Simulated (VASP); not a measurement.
Data:

```
CELL_PARAMETERS angstrom
      2.54235     0.00000     0.00000
     -1.27117     2.20174     0.00000
      0.00000     0.00000     4.20533
ATOMIC_POSITIONS crystal
  B  0.66667 0.33333 0.00034
  B  0.33333 0.66667 0.50034
  N  0.66667 0.33333 0.37466
  N  0.33333 0.66667 0.87466
```

Method: PBEsol GGA, VASP's PBE PAW potentials (set 64) (plane waves; VASP). Run with 650 eV cut-off, 9×9×5 Γ-centred mesh, Gaussian smearing of 0.050 eV, potentials B N.

Task: Give the elastic stiffness tensor with the ions relaxed (GPa, in the frame of the cell).

Result: 
|  | xx | yy | zz | yz | xz | xy |
|---|---|---|---|---|---|---|
| xx | 951 | 141 | 62.4 | 0.0 | 0.0 | 0.0 |
| yy | 141 | 951 | 62.4 | 0.0 | 0.0 | 0.0 |
| zz | 62.4 | 62.4 | 1050 | 0.0 | 0.0 | 0.0 |
| yz | 0.0 | 0.0 | 0.0 | 333 | 0.0 | 0.0 |
| xz | 0.0 | 0.0 | 0.0 | 0.0 | 333 | 0.0 |
| xy | 0.0 | 0.0 | 0.0 | 0.0 | 0.0 | 405 |

Task: Estimate the Hill bulk modulus, Hill shear modulus, Young's modulus, Poisson's ratio.

Result: 
```
Item                  Value
------------------  -------
Hill bulk modulus   387 GPa
Hill shear modulus  389 GPa
Young's modulus     875 GPa
Poisson's ratio       0.124
```

The structure comes from a measured BN entry (P6_3mc) of the Crystallography Open Database, whose conditions weren't checked. It was relaxed first.
